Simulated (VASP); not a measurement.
# Hf$_{3}$NbN$_{4}$ (ordered alloy cell): computed properties

Computed with PBEsol GGA, VASP's PBE PAW potentials (set 64) (plane waves; VASP).

For Hf3NbN4, the space group is Pm-3m (221) and the cell comes out as a = b = c = 4.463 Å, α = β = γ = 90.00°. The volume per atom is 11.12 Å³/atom. The band gap (over mesh and band path) comes out as none (metal, semimetal or under 0.01 eV) and the density is 12.78 g/cm³.

```
Hf3NbN4
1.0
    4.46342     0.00000     0.00000
    0.00000     4.46342     0.00000
    0.00000     0.00000     4.46342
Nb N Hf
1 4 3
Direct
  0.00000   0.00000   0.00000
  0.50000   0.50000   0.50000
  0.00000   0.00000   0.50000
  0.00000   0.50000   0.00000
  0.50000   0.00000   0.00000
  0.50000   0.50000   0.00000
  0.50000   0.00000   0.50000
  0.00000   0.50000   0.50000
```

Unless said otherwise, spin-orbit coupling is left out, though it shifts the bands of the heavy elements here.

The structure was generated: Hf3NbN4 was put into an ordered model structure (Pm-3m), which need not be its known phase. It was relaxed first. Symmetry was kept, so distortions that lower it aren't found. The electron count is odd and the run is not spin-polarised, which forces a metal.
